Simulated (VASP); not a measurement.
These are AM05 GGA, VASP's PBE PAW potentials (set 64) (plane waves; VASP 6.6.1) values and carry that method's errors.

Input for VASP

KPOINTS:
```
Automatic mesh
0
Gamma
12 12 10
0 0 0
```

INCAR:
```
NELM = 100
LWAVE = F
SIGMA = 0.1
NSW = 30   ! most ionic steps
EDIFFG = -0.01   ! ionic stop
ENCUT = 520   ! plane-wave cut-off (eV)
LREAL = F
LASPH = T   ! aspherical one-centre terms
ALGO = Normal
EDIFF = 1E-7
IBRION = 2
ISIF = 4   ! ions and shape, fixed volume
GGA = AM   ! AM05
ISMEAR = 1   ! Methfessel-Paxton
LMAXMIX = 4
PREC = Accurate
SYSTEM = TiB2
LCHARG = F
```

POSCAR:
```
TiB2
1.0
  1.5382920375  -2.6643999925   0.0000000000
  1.5382920375   2.6643999925   0.0000000000
  0.0000000000   0.0000000000   3.2392284339
Ti B
1 2
Cartesian
  0.0000000000   0.0000000000   3.2392284339
  1.5382920375   0.8881351071   1.6196142170
  1.5382920375  -0.8881351071   1.6196142170
```

POTCAR, in this order: Ti_sv B (PBE.64 set). Program: vasp_std.

Output of the run:

File OSZICAR:
```
       N       E                     dE             d eps       ncg     rms          rms(c)
DAV:   1     0.124892591479E+03    0.12489E+03   -0.93375E+03  2964   0.157E+03
DAV:   2    -0.210039392870E+02   -0.14590E+03   -0.14251E+03  3029   0.390E+02
DAV:   3    -0.299567512085E+02   -0.89528E+01   -0.88677E+01  4345   0.929E+01
DAV:   4    -0.302722008434E+02   -0.31545E+00   -0.31497E+00  3831   0.155E+01
DAV:   5    -0.302797004046E+02   -0.74996E-02   -0.74991E-02  4421   0.223E+00    0.163E+01
DAV:   6    -0.254030052481E+02    0.48767E+01   -0.25508E+01  3972   0.586E+01    0.368E+00
DAV:   7    -0.254262317423E+02   -0.23226E-01   -0.16807E+00  3340   0.151E+01    0.314E+00
DAV:   8    -0.254343242093E+02   -0.80925E-02   -0.20415E-01  4304   0.433E+00    0.881E-01
DAV:   9    -0.254212944207E+02    0.13030E-01   -0.96370E-02  4024   0.397E+00    0.256E-01
DAV:  10    -0.254206278920E+02    0.66653E-03   -0.51150E-03  3674   0.962E-01    0.673E-02
DAV:  11    -0.254206975576E+02   -0.69666E-04   -0.52556E-04  4263   0.294E-01    0.603E-02
DAV:  12    -0.254206515477E+02    0.46010E-04   -0.27841E-04  3991   0.225E-01    0.848E-03
DAV:  13    -0.254206498551E+02    0.16926E-05   -0.11129E-05  3601   0.427E-02    0.119E-03
DAV:  14    -0.254206500687E+02   -0.21366E-06   -0.32997E-07  3538   0.574E-03    0.561E-04
DAV:  15    -0.254206500145E+02    0.54292E-07   -0.22966E-08  1627   0.152E-03
   1 F= -.25420650E+02 E0= -.25420431E+02  d E =-.254207E+02
       N       E                     dE             d eps       ncg     rms          rms(c)
DAV:   1    -0.254241361100E+02   -0.34860E-02   -0.13126E-01  3214   0.585E+00    0.366E-01
DAV:   2    -0.254225313342E+02    0.16048E-02   -0.73700E-03  3079   0.903E-01    0.206E-01
DAV:   3    -0.254218300675E+02    0.70127E-03   -0.88777E-04  3504   0.398E-01    0.610E-02
DAV:   4    -0.254217581714E+02    0.71896E-04   -0.16159E-04  3526   0.158E-01    0.887E-03
DAV:   5    -0.254217546363E+02    0.35351E-05   -0.11371E-05  3144   0.430E-02    0.392E-03
DAV:   6    -0.254217544205E+02    0.21579E-06   -0.45468E-07  3285   0.795E-03    0.143E-03
DAV:   7    -0.254217544596E+02   -0.39053E-07   -0.20757E-08  1882   0.198E-03
   2 F= -.25421754E+02 E0= -.25421508E+02  d E =-.110445E-02
```

File OUTCAR:
```
------------------------ aborting loop because EDIFF is reached ----------------------------------------
  FORCE on cell =-STRESS in cart. coord.  units (eV):
  Direction    XX          YY          ZZ          XY          YZ          ZX
  --------------------------------------------------------------------------------------
  Total       -2.2741941     -2.2741942     -2.2535349      0.0000000     -0.0000000      0.0000000
  in kB     -137.2234475   -137.2234500   -135.9768853      0.0000000     -0.0000000      0.0000000
  external PRESSURE =    -136.8079276 kB  Pullay stress =       0.0000000 kB
  volume of cell :       26.55
      direct lattice vectors                 reciprocal lattice vectors
     1.534651514 -2.658094419  0.000000000     0.325806866 -0.188104680 -0.000000000
     1.534651514  2.658094419  0.000000000     0.325806866  0.188104680  0.000000000
     0.000000000 -0.000000000  3.254614958    -0.000000000  0.000000000  0.307256008
 POSITION                                       TOTAL-FORCE (eV/Angst)
 -----------------------------------------------------------------------------------
      3.06930     -0.00000      3.25461         0.000000     -0.000000     -0.000000
      1.53465      0.88603      1.62731         0.000000      0.000000     -0.000000
      1.53465     -0.88603      1.62731        -0.000000     -0.000000      0.000000
 -----------------------------------------------------------------------------------
    total drift:                                0.000000      0.000000     -0.000000
  FREE ENERGIE OF THE ION-ELECTRON SYSTEM (eV)
  ---------------------------------------------------
  free  energy   TOTEN  =       -25.4217544596 eV

  energy  without entropy=      -25.4210152008  energy(sigma->0) =      -25.42150804

 reached required accuracy - stopping structural energy minimisation
```
(Selected blocks of OUTCAR.)

CONTCAR:
```
TiB2
   1.00000000000000
     1.5346515139740140   -2.6580944186177957    0.0000000000000000
     1.5346515139740140    2.6580944186177957    0.0000000000000000
     0.0000000000000000   -0.0000000000000000    3.2546149582660675
  Ti              B
     1     2
Direct
     1.0000000000000000    1.0000000000000000    1.0000000000000000
     0.3333330000000032    0.6666669999999968    0.5000000000000000
     0.6666669999999968    0.3333330000000032    0.5000000000000000
```

The compound is TiB2 in the AlB2 type structure. This cell is one point of a volume scan, at 1.06 of the reference volume. Symmetry was kept, so distortions that lower it aren't found.
